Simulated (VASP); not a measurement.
Input:

```yaml
crystal:
  lattice:
    - [3.13485, 0.00000, 0.00000]
    - [-1.56742, 2.71486, 0.00000]
    - [0.00000, 0.00000, 5.02699]
  atoms:
    - { symbol: Al, position: [0.66667, 0.33333, 0.49929] }
    - { symbol: Al, position: [0.33333, 0.66667, 0.99929] }
    - { symbol: N, position: [0.66667, 0.33333, 0.88071] }
    - { symbol: N, position: [0.33333, 0.66667, 0.38071] }
```

The numbers are results of PBE GGA, VASP's PBE PAW potentials (set 64) (plane waves; VASP), not measurements. Settings: 400 eV cut-off, 12×12×7 Γ-centred mesh, Gaussian smearing of 0.010 eV, potentials Al N.

At this cut-off the stress carries a Pulay error, which pulls relaxed volumes low.

Q: Estimate the energy per atom (σ→0), pressure, band gap (on the k-mesh) with the smallest direct gap where there is one.

A: 
band gap (on the k-mesh): 4.00 eV
smallest direct gap (on the k-mesh): 4.00 eV
energy per atom (σ→0): -7.445 eV/atom
pressure: -45.4 kbar

Total energies compare only between runs with the same potentials, cut-off and functional.

The structure comes from a computed database's AlN entry; how it stands against other phases isn't given here. The cell was not relaxed at this level.
